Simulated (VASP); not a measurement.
OSZICAR of a VASP run on SrTiO₃ (cubic perovskite):

File OSZICAR:
```
       N       E                     dE             d eps       ncg     rms          rms(c)
DAV:   1     0.461721658380E+03    0.46172E+03   -0.22218E+04   480   0.185E+03
DAV:   2    -0.288077272302E+01   -0.46460E+03   -0.45725E+03   592   0.498E+02
DAV:   3    -0.466101892483E+02   -0.43729E+02   -0.43693E+02   672   0.151E+02
DAV:   4    -0.487675561758E+02   -0.21574E+01   -0.21565E+01   672   0.299E+01
DAV:   5    -0.488374215069E+02   -0.69865E-01   -0.69864E-01   664   0.412E+00    0.255E+01
DAV:   6    -0.384485622623E+02    0.10389E+02   -0.68955E+01   744   0.731E+01    0.148E+01
DAV:   7    -0.384574522389E+02   -0.88900E-02   -0.99725E+00   648   0.243E+01    0.958E+00
DAV:   8    -0.384620921489E+02   -0.46399E-02   -0.21668E+00   640   0.153E+01    0.314E+00
DAV:   9    -0.383809332194E+02    0.81159E-01   -0.47975E-01   608   0.646E+00    0.102E+00
DAV:  10    -0.383839364154E+02   -0.30032E-02   -0.11059E-01   664   0.257E+00    0.801E-01
DAV:  11    -0.383760735111E+02    0.78629E-02   -0.59735E-02   688   0.200E+00    0.158E-01
DAV:  12    -0.383760069353E+02    0.66576E-04   -0.25344E-03   616   0.536E-01    0.723E-02
DAV:  13    -0.383760461698E+02   -0.39235E-04   -0.40487E-04   704   0.212E-01    0.271E-02
DAV:  14    -0.383760744053E+02   -0.28235E-04   -0.82417E-05   656   0.839E-02    0.149E-02
DAV:  15    -0.383760757038E+02   -0.12985E-05   -0.25764E-05   616   0.580E-02    0.122E-02
DAV:  16    -0.383760753314E+02    0.37242E-06   -0.98443E-06   536   0.298E-02
   1 F= -.38376075E+02 E0= -.38376075E+02  d E =-.383761E+02
```

Question: Which electronic solver shows in the log?

Answer: It is blocked Davidson (ALGO = Normal, or the opening steps of other solvers). The INCAR had ALGO = Normal.

Question: Can the final energy be trusted as converged?

Answer: Self-consistency was reached. It stopped with EDIFF = 1E-6, NELM = 100, NSW = 60 and EDIFFG = -0.02 after 1 ionic step (revPBE GGA, plane waves, VASP's PBE PAW potentials (set 64)).

The compound is SrTiO3 in the cubic perovskite structure, the ideal cubic form; the compound distorts at low or room temperature. It was relaxed first. The start is the result of an earlier pass.
